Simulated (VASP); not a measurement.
Given:

```
Rh
1.0
    0.00000     1.90000     1.90000
    1.90000     0.00000     1.90000
    1.90000     1.90000     0.00000
Rh
1
Cartesian
  0.00000   0.00000   0.00000
```

All values below come from PBE GGA, VASP's PBE PAW potentials (set 64) (plane waves; VASP). Settings: 250 eV cut-off, 15×15×15 Γ-centred mesh, first-order Methfessel-Paxton smearing of 0.10 eV, potentials Rh_pv.

At this cut-off the stress carries a Pulay error, which pulls relaxed volumes low.

**Question.** Estimate the energy per atom (σ→0), pressure, band gap (on the k-mesh) with the smallest direct gap where there is one.

**Answer.** 
| Quantity | Result |
|---|---|
| band gap (on the k-mesh) | none (metal, semimetal or under 0.01 eV) |
| energy per atom (σ→0) | -7.239 eV/atom |
| pressure | -2.73 GPa |

The absolute energy has meaning only against runs of the same code, potentials and settings.

The compound is Rh in the fcc structure. The cell was not relaxed at this level. The run is one of a series of settings (ENCUT = 250 against the base run), some of them coarse on purpose.
